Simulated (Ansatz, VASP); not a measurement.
Two plane-wave programs on Be4TeAs2

```xyz
7
Lattice="4.6474 0.0000 0.0000 -2.3237 4.0248 0.0000 0.0000 0.0000 6.5642" Properties=species:S:1:pos:R:3 pbc="T T T"
Be    0.0000    2.6832    2.2517
Be    2.3237    1.3416    2.2517
Be    2.3237    1.3416    4.3125
Be    0.0000    2.6832    4.3125
Te    0.0000    0.0000    3.2821
As    0.0000    2.6832    0.0000
As    2.3237    1.3416    0.0000
```

Alike in both runs: functional PBE; k mesh 9 × 9 × 6; occupations gaussian, width 0.1 eV; no spin polarisation.

Ansatz relaxed the structure, and its values are those at the end. VASP's run is a single point on that final structure, the one shown.

|  | VASP | Ansatz |
| --- | --- | --- |
| version | VASP 6.6.1 | Ansatz 0.2.0 |
| potentials or method | VASP PAW PBE potentials, release 64 (Be, Te, As) | scalar-relativistic, plane waves, PAW |
| plane-wave cutoff (eV) | 520 | 420 |
| valence electrons in the cell | 24 | 54 |

Ansatz gave:

| Property | Result |
| --- | --- |
| gap on the k mesh at the Fermi level (eV) | none |
| pressure (GPa) | 0.0 |
| rms of the force components (eV/Å) | 0.000 |

What did VASP give for the same quantities?

gap on the k mesh at the Fermi level (eV): none; pressure (GPa): 0.1; rms of the force components (eV/Å): 0.005.

A gap of «none» marks a metal or a gap that the smearing closes. The functional is the same, so the differences come from potentials, cutoffs and numerics. The two sets of potentials don't hold the same shells in valence.

Spin-orbit coupling is left out, which matters for the levels of Te.
